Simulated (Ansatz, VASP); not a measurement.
# BP in two plane-wave programs, part 2 of 2

Wanted: the spread between two codes on one cell, functional and k mesh. The cell is taken from a series of runs on this material, whose earlier steps may have relaxed, scaled, displaced or heated it; both programs get it as it stands.

VASP 6.6.1 and Ansatz 0.2.0.

So far: Starting point; VASP: zone-centre phonons, LDA.

## 3. Ansatz: zone-centre phonons, LDA

Level of this step: Ansatz beside VASP: Kohn-Sham DFT, plane waves, LDA (Ansatz).

Ansatz runs on its default PAW (the set named soft_2) files.

The same cell, functional (in two slightly different forms) and mesh now go to Ansatz, which takes its cutoff from its data sets.

input.yaml reads:

```yaml
crystal:
  lattice:
    - [0.0, 2.2674500904, 2.2674500904]
    - [2.2674500904, 0.0, 2.2674500904]
    - [2.2674500904, 2.2674500904, 0.0]
  atoms:
    - { symbol: B, position: [0.0, 0.0, 0.0] }
    - { symbol: P, position: [0.25, 0.25, 0.25] }
kpoints:
  mp_grid: { grid: [12, 12, 12] }
hamiltonian:
  xc: lda
scf:
  occupations: { method: fixed }
output:
  eigenvalues: true
phonons:
  method: dfpt
  dielectric: true
  rigid_motions: translations
  qmesh: [4, 4, 4]
  temperatures: { t_max: 1000, t_step: 50 }
  qpath:
    path:
      - [[0.0, 0.0, 0.0], [-0.5, -0.5, 0.0], [-0.375, -0.375, 0.25]]
      - [[-0.375, 0.0, 0.375], [0.0, 0.0, 0.0], [0.0, 0.0, 0.5], [-0.5, -0.25, 0.25], [-0.5, -0.5, 0.0]]
    npoints: 10
```

Started as:

```sh
ansatz run input.yaml --threads 4 --pin off --max-ram 16384MiB --backend cpu --events-out ev --progress --plain --runs-dir out
```

Numbers of over 12 decimals in the logs are rounded to 6 here.

Log:

```text
Warning: phonons: the dynamical matrix that this run interpolates holds no multipole term above the dipole-dipole one, and a site of this crystal is no centre of inversion, so its interpolated transverse optical and acoustic branches and sound speeds can stay off near Gamma, and the density of states and the thermodynamics with them. What a run solves at a wave vector of phonons.qpoints, Gamma apart, where the deck admits one, is free of this, and under fd what a larger phonons.supercell samples
Engine: ansatz 0.2.0, aarch64-unknown-linux-gnu
Pseudopotentials: kind: paw
Pseudopotential: B, paw, valence charge 3, recommended cutoff 420 eV (normal), B.paw.azcp
Pseudopotential: P, paw, valence charge 5, recommended cutoff 420 eV (normal), P.paw.azcp
Functional definition: SPW92
  exchange = slater_x
  correlation = pw_c
Crystal: 2 atoms, lattice volume = 23.315 Å³
Basis set: ecut = 420 eV, 459 PW (Γ), exchange–correlation on 48×48×48 points (8 copies of the dense FFT grid, shifted against one another)
Bands: 8, of which v1, the nominal top of the filled ones, is band 4 counted from 1 (3 counted from 0)
Symmetry: 24 space group operations
k-points: 280 of 1728 (irreducible under 4 space group operations, time reversal used)
Non-local potential: B, projectors of the file, l = 0: 2, l = 1: 2, l = 2: 1
Non-local potential: P, projectors of the file, l = 0: 2, l = 1: 2, l = 2: 2
PAW form: soft (Blöchl's): semilocal exchange-correlation on the pseudo side does not see the compensation charge
PAW frozen core: B, regenerated for the run's functional, and the local potential with it (the file was generated under x = pbe(κ = 0.804, μ = 0.219515), c = pbe(β = 0.066725))
PAW frozen core: P, regenerated for the run's functional, and the local potential with it (the file was generated under x = pbe(κ = 0.804, μ = 0.219515), c = pbe(β = 0.066725))
PAW one-centre angular grid: B, 110 points (default); XC on 64 Gauss nodes
PAW one-centre angular grid: P, 110 points (default); XC on 64 Gauss nodes
Initial density: superposition of atomic densities (neutral atoms: chi_scale 0, normalization atom), corrected by the library's trained network
Initial wavefunctions: pseudopotential atomic-orbital guess
Functional: x = slater, c = lda
SCF iter   1: F=—  HF=-876.628548 eV  |F-HF|=—  |Δ(HF+E_count)|=         —  Δρ=5.33e-3  dr2=5.41e-3  ethr=1.77e-3  ⟨swp⟩=5.1  Hψ=16431  notcnv=0  defer=537
preconditioner: auto → none  [insulator: Δε(μ)=1.173 eV  Ē_g=12.712 eV  n_scr=0 (ndim 8)  ℏωp=21.8 eV  f_vac=0.000  ε∞_Penn≈3.9]
SCF iter   2: F=—  HF=-876.627541 eV  |F-HF|=—  |Δ(HF+E_count)|=   1.01e-3  Δρ=2.40e-3  dr2=8.84e-4  ethr=6.77e-5  ⟨swp⟩=2.5  Hψ=5560  notcnv=0  defer=545
SCF iter   3: F=—  HF=-876.627331 eV  |F-HF|=—  |Δ(HF+E_count)|=   2.10e-4  Δρ=1.09e-3  dr2=1.31e-4  ethr=1.10e-5  ⟨swp⟩=3.0  Hψ=3744  notcnv=0  defer=545
SCF iter   4: F=—  HF=-876.627312 eV  |F-HF|=—  |Δ(HF+E_count)|=   1.87e-5  Δρ=3.06e-4  dr2=1.27e-5  ethr=1.64e-6  ⟨swp⟩=1.0  Hψ=2240  notcnv=0  defer=508
SCF iter   5: F=—  HF=-876.627310 eV  |F-HF|=—  |Δ(HF+E_count)|=   2.23e-6  Δρ=4.35e-5  dr2=3.82e-7  ethr=1.58e-7  ⟨swp⟩=1.6  Hψ=2781  notcnv=0  defer=459
SCF iter   6: F=—  HF=-876.627310 eV  |F-HF|=—  |Δ(HF+E_count)|=   4.72e-7  Δρ=3.07e-6  dr2=1.98e-9  ethr=4.78e-9  ⟨swp⟩=2.2  Hψ=3325  notcnv=0  defer=462
SCF iter   7: F=-876.627310 eV  HF=-876.627310 eV  |F-HF|=4.97e-11  |Δ(HF+E_count)|=  3.08e-10  Δρ=4.76e-7  dr2=6.58e-11  ethr=1.25e-12  ⟨swp⟩=9.5  Hψ=18067  notcnv=0
SCF 1 converged in 7 iterations: F = -876.627310 eV  dr2 = 6.58e-11
  greatest PAW one-centre occupation: 0.770 electrons in one spin orbital (limit 2), on the P atom at site 1 (counted from 0), in its partial waves of l = 0
NSCF: frozen V_eff on 1 k-points
DFPT response loops at Γ: preconditioner auto → none (the input reference at scf.mixing.eps_inf says where Resta's filter doesn't serve); β = 0.50; Broyden in place of MSR1
── the response to a field inside a basis, on 12×12×12 k-points: an SCF that follows is theirs, and a resumed run solves both again ──
Bands: 5, of which v1, the nominal top of the filled ones, is band 4 counted from 1 (3 counted from 0)
k-points: 182 of 1728 (irreducible under 6 space group operations, time reversal used)
Initial density: handed on by an earlier stage of this run
Initial wavefunctions: pseudopotential atomic-orbital guess (no wavefunctions were taken with the density)
Eigensolver: Dense (182 Hₖ)
SCF iter   1: F=—  HF=-876.628021 eV  |F-HF|=—  |Δ(HF+E_count)|=         —  Δρ=1.87e-4  dr2=1.02e-6  ethr=1.00e-1
preconditioner: auto → none  [insulator: Δε(μ)=1.351 eV  Ē_g=9.813 eV  n_scr=0 (ndim 8)  ℏωp=21.8 eV  f_vac=0.000  ε∞_Penn≈5.9]
SCF iter   2: F=—  HF=-876.628022 eV  |F-HF|=—  |Δ(HF+E_count)|=   1.14e-6  Δρ=9.54e-5  dr2=2.66e-7  ethr=1.27e-8
SCF iter   3: F=-876.628022 eV  HF=-876.628022 eV  |F-HF|=2.90e-8  |Δ(HF+E_count)|=   4.13e-7  Δρ=1.12e-5  dr2=3.69e-8  ethr=3.33e-9
SCF 1 converged in 3 iterations: F = -876.628022 eV  dr2 = 3.69e-8
DFPT response loops at Γ: mixed as the last ones told, above
NSCF: frozen V_eff on 72 k-points
NSCF: frozen V_eff on 1872 k-points
DFPT response loops at q = (0, 0, 0.25) (fractional): mixed as the last ones told, above
NSCF: frozen V_eff on 952 k-points
[...]
E sigma→0 (E₀):  -876.627310 eV
Fermi energy:    9.083079 eV
--- Per-component energies (eV) ---
  E_band       = 20.901780
  E_kinetic    = 122.131351
  E_local      = -69.959705  (includes V_loc(G=0)·N_el)
  E_nonlocal   = 46.901775
  E_hartree    = 16.939015
  E_xc         = -94.443354
  E_vxc        = -100.601515  (∫ρ·V_xc dr)
  E_paw        = -612.672913  (= ΣΔE_a)
  E_vpaw       = -11.448170  (= ΣTr[D̂ρ^β])
  E_aug_tail   = -0.000000  (compensation charges beyond the density's cutoff)
  E_ewald      = -285.686665
  E_core_change = 0.163186  (= ΣΔE_core)
  E_smearing   = -0.000000  (= −TS)
  E_closure    = 0.000000  (closes the sum)
  Σ components = -876.627310   (vs F -876.627310, Δ=0.00e0)
--- Band table (eV; the first three rows and the last of 280) ---
  k-point 0: bands = ["-6.3304", "9.0831", "9.0831", "9.0831", "12.4626", "12.4626", "12.4626", "16.4646"]
  k-point 1: bands = ["-6.2051", "8.1300", "8.8701", "8.8701", "12.7563", "12.7563", "12.8053", "16.8244"]
  k-point 2: bands = ["-5.8327", "6.2617", "8.4206", "8.4206", "13.0701", "13.3602", "13.3602", "17.7032"]
  k-point 279: bands = ["-1.2121", "1.1380", "3.3832", "3.5822", "14.3148", "15.7398", "16.2458", "16.5319"]
--- Phonons (Γ-DFPT): 2 representative perturbations + reference, on 280 of 1728 k-points (Σ response iterations 6) ---
  k mesh reduced under 4 symmetry operations, with k and −k counted as one. Each operation leaves every solved perturbation unchanged. A smaller set is not considered because the run solves the response to a homogeneous field
  ASR residual: 1.822e-4 → 0.000e0 eV/Å²; symmetrization residual: 3.418e-7 eV/Å²
  ASR residual per site (eV/Å²): 1.82e-4 1.38e-4
  Γ frequencies (cm⁻¹): 0.00 0.00 0.00 796.50 796.50 796.50
  ε∞ (high-frequency dielectric tensor):
        9.195444    -0.000000     0.000000
       -0.000000     9.195444     0.000000
        0.000000     0.000000     9.195444
  ε⁰ (static dielectric tensor: ions relaxed, cell fixed):
        9.318432    -0.000000     0.000000
       -0.000000     9.318432     0.000000
        0.000000     0.000000     9.318432
  ε⁰ − ε∞ (ionic part):
        0.122988     0.000000    -0.000000
        0.000000     0.122988    -0.000000
       -0.000000    -0.000000     0.122988
  softest optical mode at Γ: 796.50 cm⁻¹; the repairs (sum rule, projections) moved no ω² at Γ by more than (2.15 cm⁻¹)²
  Born effective charges Z* (e; rows j = field, columns β = displacement):
    site 0:
        -0.54429   -0.00000    0.00000
         0.00000   -0.54429   -0.00000
         0.00000   -0.00000   -0.54429
    site 1:
         0.54429    0.00000   -0.00000
        -0.00000    0.54429    0.00000
        -0.00000    0.00000    0.54429
  Z* charge neutrality: 1.064e-4 e pre-enforcement
  solved inside a basis spanned on kpoints, on 12×12×12 k-points, its susceptibility summed on 16×16×16: ε∞ is read to err by 2.6e-2, Z* by 5.5e-3 e (field_mesh: kpoints solves on kpoints); Z* is corrected for what the basis lacks
  optical modes at Γ without the LO–TO term, one row a degenerate level:
      ω (cm⁻¹)  modes    IR ((D/Å)²/amu)
        796.50      3             2.5588
  optical modes at Γ + LO–TO along q̂ = [1.0000, 0.0000, 0.0000]:
      ω (cm⁻¹)  modes    IR ((D/Å)²/amu)
        796.50      2             1.7059
        801.81      1             0.8529
  optical modes at Γ + LO–TO along q̂ = [0.0000, 1.0000, 0.0000]:
      ω (cm⁻¹)  modes    IR ((D/Å)²/amu)
        796.50      2             1.7059
        801.81      1             0.8529
  optical modes at Γ + LO–TO along q̂ = [0.0000, 0.0000, 1.0000]:
      ω (cm⁻¹)  modes    IR ((D/Å)²/amu)
        796.50      2             1.7059
        801.81      1             0.8529
--- Phonons (arbitrary-q DFPT): 8 irreducible q on the 4×4×4 mesh ---
  q = [0.0000, 0.0000, 0.0000] (star 1, of the zone-centre solve; hermiticity 3.66e-8, symmetrization 5.70e-16): -0.00 0.00 0.00 796.50 796.50 796.50
  q = [0.0000, 0.0000, 0.2500] (star 8, 2 solved perturbations on 936 of 1728 k-point pairs; hermiticity 2.42e-8, symmetrization 3.66e-15): 177.86 177.86 340.66 768.54 768.54 784.44
  q = [0.0000, 0.0000, -0.5000] (star 4, 2 solved perturbations on 476 of 1728 k-point pairs; hermiticity 4.80e-9, symmetrization 3.65e-15): 224.44 224.44 501.76 750.43 754.83 754.83
  q = [0.0000, 0.2500, 0.2500] (star 6, 4 solved perturbations in 1608 linear systems a pass and spin channel, the states on 510 of 1728 k-point pairs; hermiticity 1.23e-8, symmetrization 3.10e-15): 237.99 237.99 357.88 737.85 737.85 797.57
  q = [0.0000, 0.2500, -0.5000] (star 24, 4 solved perturbations in 5328 linear systems a pass and spin channel, the states on 1728 of 1728 k-point pairs; hermiticity 1.03e-8, symmetrization 1.79e-15): 283.77 361.54 452.84 691.50 717.19 775.90
  q = [0.0000, 0.2500, -0.2500] (star 12, 4 solved perturbations in 2892 linear systems a pass and spin channel, the states on 936 of 1728 k-point pairs; hermiticity 1.70e-8, symmetrization 3.37e-15): 261.75 350.58 407.23 704.77 730.18 776.96
  q = [0.0000, -0.5000, -0.5000] (star 3, 4 solved perturbations in 886 linear systems a pass and spin channel, the states on 280 of 1728 k-point pairs; hermiticity 9.78e-11, symmetrization 3.44e-15): 313.11 313.11 521.89 698.16 698.16 779.62
  q = [0.2500, -0.5000, -0.2500] (star 6, 4 solved perturbations in 1544 linear systems a pass and spin channel, the states on 510 of 1728 k-point pairs; hermiticity 1.64e-9, symmetrization 3.84e-15): 366.00 412.68 431.28 659.39 697.59 769.56
  sum rule: each row above includes the acoustic sum rule's correction from the zone centre's row sums; it moved no ω² by more than (2.14 cm⁻¹)²
  mesh force constants: q→R imaginary residual 1.27e-18; ASR residual 1.822e-4 → 0.000e0 eV/Å²; symmetrization residual 4.441e-15 eV/Å²
  interpolated dispersion: 63 rows × 6 modes
  density of states and harmonic sums: on the 24×24×24 q-mesh, interpolated from the force constants of a 4×4×4 supercell (with the dipole–dipole term)
  largest difference from the sums on the solved wave vectors: F 7.74e-3 eV, S 1.18e-5 and C_V 4.02e-6 eV/K
  zero-point energy: 0.199395 eV/cell   skipped modes (ω ≤ 0): 3   left out of the sums: 3.62e-5 of the cell's modes: C_V's classical limit lies that fraction below 3 k_B per atom; for a crystal, a wire or a layer, F and S can be off by more, and a phonons.interpolated_qmesh denser along its periods is the remedy for the sampling
[key lines of the parts left out:]
SCF converged after 7 iterations
Free energy (F): -876.627310 eV
```

## 4. Side by side

Known differences besides the potentials themselves: the two LDA forms differ slightly; fixed occupations in Ansatz, narrow Gaussian smearing in VASP; VASP's run holds the zone centre alone; VASP's response is taken on the typed mesh, Ansatz refines its own for the field response alone; the cutoff is 420 eV in Ansatz and 500 eV in VASP; VASP's log shows a relativistic correction to its local exchange, Ansatz's none. Total energies have different zeros and are not compared.

Both answers:

```tsv
quantity	Ansatz	VASP	difference
ε∞ xx	9.20	9.23	-0.37 %
ε∞ yy	9.20	9.23	-0.37 %
ε∞ zz	9.20	9.23	-0.37 %
Born charge of B1 (mean of the diagonal) (e)	-0.54	-0.53	-0.02
Born charge of P2 (mean of the diagonal) (e)	0.54	0.53	+0.02
optical mode 1 to 3 (cm⁻¹)	796.5	794.9	+0.20 %
```

Modes are paired by rising frequency, not by their patterns, so a pair may set unlike modes beside each other; they are those without the splitting of longitudinal modes.

## 5. Summary of results

* r.m.s. difference of the optical zone-centre modes, each program's sorted by frequency (zone-centre phonons, LDA): 1.6 cm⁻¹

**Reading.** The r.m.s. difference of the optical zone-centre modes, each program's sorted by frequency is 1.6 cm⁻¹ (zone-centre phonons, LDA). Such differences can come from data sets, numerical settings and the points named under the comparisons, not from the functional's error against experiment.

[Lines on the potential files, build, host, timing and source positions are cut from VASP's logs without a mark.]

[Logs are printed without paths, hosts, clocks, repeated set-up lines and the standing remarks that a program may print on its own settings, such as how far it seeks lower states.]

[Hosts, paths, dates, database ids (printed as entryN), source tags and the programs' standing remarks are cut or masked in the printed files.]
